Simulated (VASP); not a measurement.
All values below come from revPBE GGA, VASP's PBE PAW potentials (set 64) (plane waves; VASP).

VASP input:

File KPOINTS:
```
Automatic mesh
0
Gamma
10 10 10
0 0 0
```

File POSCAR:
```
Ba
1
   -2.6157384593     2.6157384593     2.6157384593
    2.6157384593    -2.6157384593     2.6157384593
    2.6157384593     2.6157384593    -2.6157384593
Ba
1
Direct
  0.0000000000   0.0000000000   0.0000000000
```

INCAR:
```
! general
SYSTEM  = Ba
PREC    = Accurate
ENCUT   = 520
LREAL   = .False.
LASPH   = .True.

! electronic loop
EDIFF   = 1E-7
NELM    = 100
ALGO    = Normal
LMAXMIX = 4

! smearing
ISMEAR  = 1
SIGMA   = 0.1

! functional
GGA     = RE

! ions
ISIF    = 2

! output
LWAVE   = .False.
LCHARG  = .False.
```

POTCAR, in this order: Ba_sv (PBE.64 set). Program: vasp_std.

### Question
What will the output report for the number of irreducible k-points (NKPTS), largest plane-wave count, number of space-group operations, FFT grid (NGX, NGY, NGZ)?

### Answer

| Property | Result |
|---|---|
| number of irreducible k-points (NKPTS) | 47 |
| largest plane-wave count | 1961 |
| number of space-group operations | 48 |
| FFT grid (NGX, NGY, NGZ) | 36 × 36 × 36 |

The compound is Ba in the bcc structure. This cell is one point of a volume scan, at 1.06 of the reference volume.
